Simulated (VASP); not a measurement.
Level of theory: r2SCAN meta-GGA, VASP's PBE PAW potentials (set 64) (plane waves; VASP 6.6.1).

VASP input:

**INCAR**
```
LASPH=T   # aspherical one-centre terms
LMAXMIX=4   # l cut-off of mixed one-centre charges
LORBIT=11   # lm-projected
ALGO=Normal   # blocked Davidson
METAGGA=R2SCAN
ENCUT=400   # plane-wave cut-off (eV)
NELM=100
LWAVE=F
LREAL=F   # projection in real space or not
ISMEAR=-5   # tetrahedra, Bloechl
SYSTEM=ZnCd3S4
LEFG=T
LCHARG=F
PREC=Accurate
NEDOS=601
LMIXTAU=T
ISIF=2   # forces and stress, cell fixed
EDIFF=1E-7
```

POSCAR:
```
ZnCd3S4
1
    5.7472932163     0.0000000000     0.0000000000
    0.0000000000     5.7472932163     0.0000000000
    0.0000000000     0.0000000000     5.7472932163
Zn Cd S
1 3 4
Direct
  0.0000000000   0.0000000000   0.0000000000
  0.0000000000   0.5000000000   0.5000000000
  0.5000000000   0.0000000000   0.5000000000
  0.5000000000   0.5000000000   0.0000000000
  0.7636501644   0.7636501644   0.2363498356
  0.7636501644   0.2363498356   0.7636501644
  0.2363498356   0.2363498356   0.2363498356
  0.2363498356   0.7636501644   0.7636501644
```

KPOINTS:
```
Automatic mesh
0
Gamma
5 5 5
0 0 0
```

KPOINTS_OPT:
```
k-points along high-symmetry lines
10
Line-mode
Reciprocal
  0.000000   0.000000   0.000000 ! GAMMA
  0.000000   0.500000   0.000000 ! X

  0.000000   0.500000   0.000000 ! X
  0.500000   0.500000   0.000000 ! M

  0.500000   0.500000   0.000000 ! M
  0.000000   0.000000   0.000000 ! GAMMA

  0.000000   0.000000   0.000000 ! GAMMA
  0.500000   0.500000   0.500000 ! R

  0.500000   0.500000   0.500000 ! R
  0.000000   0.500000   0.000000 ! X

  0.500000   0.500000   0.500000 ! R
  0.500000   0.500000   0.000000 ! M
```

POTCAR, in this order: Zn Cd S (PBE.64 set). Program: vasp_std.

The resulting files:

### OUTCAR
```
 ion  position               nearest neighbor table
   1  0.000  0.000  0.000-   5 2.35   6 2.35   7 2.35   8 2.35
   2  0.000  0.500  0.500-   5 2.54   6 2.54   7 2.54   8 2.54
   3  0.500  0.000  0.500-   5 2.54   6 2.54   7 2.54   8 2.54
   4  0.500  0.500  0.000-   5 2.54   6 2.54   7 2.54   8 2.54
   5  0.764  0.764  0.236-   1 2.35   2 2.54   3 2.54   4 2.54
   6  0.764  0.236  0.764-   1 2.35   2 2.54   3 2.54   4 2.54
   7  0.236  0.236  0.236-   1 2.35   2 2.54   3 2.54   4 2.54
   8  0.236  0.764  0.764-   1 2.35   2 2.54   3 2.54   4 2.54
  LATTYP: Found a simple cubic cell.
 ALAT       =     5.7472932163
 Subroutine PRICEL returns:
 Original cell was already a primitive cell.
 Subroutine GETGRP returns: Found 24 space group operations
The static configuration has the point symmetry T_d .
The dynamic configuration has the point symmetry T_d .
 Subroutine INISYM returns: Found 24 space group operations
 Subroutine IBZKPT returns following result:
 Found     10 irreducible k-points:

 Following reciprocal coordinates:
            Coordinates               Weight
  0.000000  0.000000  0.000000      1.000000
  0.200000  0.000000  0.000000      6.000000
  0.400000  0.000000  0.000000      6.000000
...
```

File OSZICAR:
```
       N       E                     dE             d eps       ncg     rms          rms(c)
DAV:   1     0.430033449858E+03    0.43003E+03   -0.30358E+04   860   0.139E+03
DAV:   2    -0.783010638374E+02   -0.50833E+03   -0.49458E+03   938   0.373E+02
DAV:   3    -0.125365743097E+03   -0.47065E+02   -0.46733E+02   990   0.118E+02
DAV:   4    -0.126496386578E+03   -0.11306E+01   -0.11281E+01   949   0.187E+01
DAV:   5    -0.126516794176E+03   -0.20408E-01   -0.20396E-01  1042   0.247E+00    0.155E+01
DAV:   6    -0.112825643311E+03    0.13691E+02   -0.13059E+01  1065   0.436E+01    0.163E+01
DAV:   7    -0.107814568440E+03    0.50111E+01   -0.25471E+00   884   0.112E+01    0.109E+01
DAV:   8    -0.111855979365E+03   -0.40414E+01   -0.22197E+00   884   0.845E+00    0.251E+00
DAV:   9    -0.107432982787E+03    0.44230E+01   -0.16713E+00   866   0.689E+00    0.792E-01
DAV:  10    -0.107710945724E+03   -0.27796E+00   -0.15656E-01   860   0.249E+00    0.523E-01
DAV:  11    -0.107815443566E+03   -0.10450E+00   -0.43428E-02   913   0.122E+00    0.194E-01
DAV:  12    -0.107786409638E+03    0.29034E-01   -0.22825E-02   866   0.929E-01    0.155E-01
DAV:  13    -0.107816217684E+03   -0.29808E-01   -0.19040E-02   866   0.803E-01    0.933E-02
DAV:  14    -0.107807444666E+03    0.87730E-02   -0.13075E-02   881   0.614E-01    0.169E-01
DAV:  15    -0.107815170952E+03   -0.77263E-02   -0.31517E-03   878   0.292E-01    0.614E-02
DAV:  16    -0.107818423949E+03   -0.32530E-02   -0.12477E-03   912   0.197E-01    0.218E-02
DAV:  17    -0.107818595119E+03   -0.17117E-03   -0.53867E-04   917   0.112E-01    0.378E-02
DAV:  18    -0.107818675049E+03   -0.79930E-04   -0.36158E-05   937   0.438E-02    0.279E-02
DAV:  19    -0.107818674374E+03    0.67471E-06   -0.77496E-06   959   0.144E-02    0.202E-02
DAV:  20    -0.107818699049E+03   -0.24675E-04   -0.12214E-05   887   0.185E-02    0.840E-03
DAV:  21    -0.107818702894E+03   -0.38451E-05   -0.94099E-06   892   0.161E-02    0.875E-03
DAV:  22    -0.107818704654E+03   -0.17600E-05   -0.14931E-06   884   0.809E-03    0.250E-03
DAV:  23    -0.107818704806E+03   -0.15178E-06   -0.51567E-08   582   0.159E-03    0.104E-03
DAV:  24    -0.107818705139E+03   -0.33312E-06   -0.41045E-08   466   0.174E-03    0.249E-03
DAV:  25    -0.107818704939E+03    0.20002E-06   -0.54214E-08   451   0.183E-03    0.262E-04
DAV:  26    -0.107818704905E+03    0.33768E-07   -0.10278E-08   448   0.559E-04
   1 F= -.10781870E+03 E0= -.10781870E+03  d E =0.000000E+00
       N       E                     dE             ncg
       N       E                     dE             ncg
       N       E                     dE             ncg
       N       E                     dE             ncg
       N       E                     dE             ncg
       N       E                     dE             ncg
```

### OUTCAR
```
------------------------ aborting loop because EDIFF is reached ----------------------------------------
  FORCE on cell =-STRESS in cart. coord.  units (eV):
  Direction    XX          YY          ZZ          XY          YZ          ZX
  --------------------------------------------------------------------------------------
  Total        0.0526627      0.0526627      0.0526627     -0.0000000     -0.0000000      0.0000000
  in kB        0.4444511      0.4444511      0.4444511     -0.0000000     -0.0000000      0.0000000
  external PRESSURE =       0.4444511 kB  Pullay stress =       0.0000000 kB
  volume of cell :      189.84
      direct lattice vectors                 reciprocal lattice vectors
     5.747293216  0.000000000  0.000000000     0.173994951  0.000000000  0.000000000
     0.000000000  5.747293216  0.000000000     0.000000000  0.173994951  0.000000000
     0.000000000  0.000000000  5.747293216     0.000000000  0.000000000  0.173994951
 POSITION                                       TOTAL-FORCE (eV/Angst)
 -----------------------------------------------------------------------------------
      0.00000      0.00000      0.00000         0.000000     -0.000000     -0.000000
      0.00000      2.87365      2.87365         0.000000     -0.000000     -0.000000
      2.87365      0.00000      2.87365         0.000000     -0.000000     -0.000000
      2.87365      2.87365      0.00000        -0.000000     -0.000000     -0.000000
      4.38892      4.38892      1.35837         0.010139      0.010139     -0.010139
      4.38892      1.35837      4.38892         0.010139     -0.010139      0.010139
      1.35837      1.35837      1.35837        -0.010139     -0.010139     -0.010139
      1.35837      4.38892      4.38892        -0.010139      0.010139      0.010139
 -----------------------------------------------------------------------------------
    total drift:                               -0.000000     -0.000000      0.000000
  FREE ENERGIE OF THE ION-ELECTRON SYSTEM (eV)
  ---------------------------------------------------
  free  energy   TOTEN  =      -107.8187049055 eV

  energy  without entropy=     -107.8187049055  energy(sigma->0) =     -107.81870491

 total charge

# of ion       s       p       d       tot
------------------------------------------
    1        0.490   0.450   9.817  10.757
    2        0.406   0.316   9.576  10.299
    3        0.406   0.316   9.576  10.299
    4        0.406   0.316   9.576  10.299
    5        1.309   2.433   0.000   3.742
    6        1.309   2.433   0.000   3.742
    7        1.309   2.433   0.000   3.742
    8        1.309   2.433   0.000   3.742
--------------------------------------------------
tot          6.946  11.129  38.547  56.622
```
(Selected blocks of OUTCAR.)

OUTCAR:
```
 val. band max:        1.1278692183   @ k =   0.0000   0.0000   0.0000

 cond. band min:       2.8739663865   @ k =   0.0000   0.0000   0.0000


 Fermi energy:         1.1480534640

 k-point     1 :       0.0000    0.0000    0.0000
  band No.  band energies     occupation
      1     -11.8578      2.00000
      2     -11.1256      2.00000
      3     -11.1256      2.00000
      4     -11.1256      2.00000
      5      -6.7235      2.00000
      6      -6.7235      2.00000
      7      -6.7235      2.00000
      8      -6.5907      2.00000
      9      -6.4977      2.00000
     10      -6.4977      2.00000
     11      -6.4240      2.00000
     12      -6.4240      2.00000
     13      -6.4240      2.00000
     14      -6.2976      2.00000
     15      -6.2976      2.00000
     16      -6.2037      2.00000
     17      -6.1325      2.00000
     18      -6.1325      2.00000
     19      -6.1325      2.00000
     20      -4.7922      2.00000
     21      -4.7922      2.00000
     22      -4.7922      2.00000
     23      -4.7854      2.00000
     24      -4.7854      2.00000
     25      -3.4465      2.00000
     26      -2.7200      2.00000
     27      -2.7200      2.00000
     28      -0.9052      2.00000
     29      -0.9052      2.00000
     30      -0.9052      2.00000
     31      -0.7381      2.00000
     32      -0.7381      2.00000
     33      -0.7381      2.00000
     34       1.1279      2.00000
     35       1.1279      2.00000
     36       1.1279      2.00000
     37       2.8740      0.00000
     38       5.0073      0.00000
     39       5.0073      0.00000
     40       5.0073      0.00000
     41       5.6644      0.00000
     42       5.6644      0.00000
     43       6.1235      0.00000

 k-point     2 :       0.2000    0.0000    0.0000
  band No.  band energies     occupation
      1     -11.7948      2.00000
      2     -11.1921      2.00000
      3     -11.1263      2.00000
      4     -11.1263      2.00000
      5      -6.7272      2.00000
...
```

The structure comes from a computed database's ZnCd3S4 entry (P-43m); how it stands against other phases isn't given here. It was relaxed first.
